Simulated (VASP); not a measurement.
VASP input:

**KPOINTS**
```
Automatic mesh
0
Gamma
11 11 7
0 0 0
```

**INCAR**
```
ALGO  =  Normal
LMAXMIX  =  4
ISMEAR  =  -5
SYSTEM  =  RuS
GGA  =  PS   ! PBEsol
LASPH  =  .TRUE.   ! aspherical one-centre terms
NELM  =  100   ! most electronic steps
PREC  =  Accurate
LORBIT  =  11   ! lm-projected
LWAVE  =  .FALSE.
ENCUT  =  400
LCHARG  =  .TRUE.
ISIF  =  2   ! forces and stress, cell fixed
EDIFF  =  1E-7   ! SCF stop (eV)
LREAL  =  .FALSE.   ! projection in real space or not
LEFG  =  .TRUE.
NEDOS  =  601   ! DOS grid
```

POSCAR:
```
RuS
1
    3.4415423138    -0.0000000000     0.0000000000
   -1.7207711568     2.9804633343    -0.0000000000
    0.0000000000    -0.0000000000     5.4300708594
Ru S
2 2
Direct
  0.0000000000   0.0000000000   0.0000000000
  0.0000000000   0.0000000000   0.5000000000
  0.3333330000   0.6666670000   0.2500000000
  0.6666670000   0.3333330000   0.7500000000
```

POTCAR, in this order: Ru_pv S (PBE.64 set). Program: vasp_std.

Q: Write an equivalent input for Ansatz.

A: One equivalent input (not run):
Ansatz 0.2 input:
```yaml
crystal:
  lattice:
    - [3.4415423, 0.0000000, 0.0000000]
    - [-1.7207712, 2.9804633, 0.0000000]
    - [0.0000000, 0.0000000, 5.4300709]
  atoms:
    - { symbol: Ru, position: [0.0000000, 0.0000000, 0.0000000] }
    - { symbol: Ru, position: [0.0000000, 0.0000000, 0.5000000] }
    - { symbol: S, position: [0.3333330, 0.6666670, 0.2500000] }
    - { symbol: S, position: [0.6666670, 0.3333330, 0.7500000] }
kpoints:
  mp_grid: { grid: [11, 11, 7] }
hamiltonian:
  xc: pbesol
  pseudopotentials: { kind: paw }
scf:
  occupations: { method: tetrahedron }
  max_iter: 100
output: { forces: true, stress: true, eigenvalues: true }
```
What does not carry over: each code has its own PAW files, so the cut-off isn't converted (ENCUT is set for VASP's; basis.ecutwfc is left out, and Ansatz then takes the one that its files recommend); Ansatz stops its SCF on the density residual and VASP on the energy change (EDIFF); the field gradients of LEFG aren't asked of the other code.

The structure was generated: RuS was put into the NiAs type type (P6_3/mmc), which need not be its known phase. It was relaxed first, which changed the volume by -28 %.
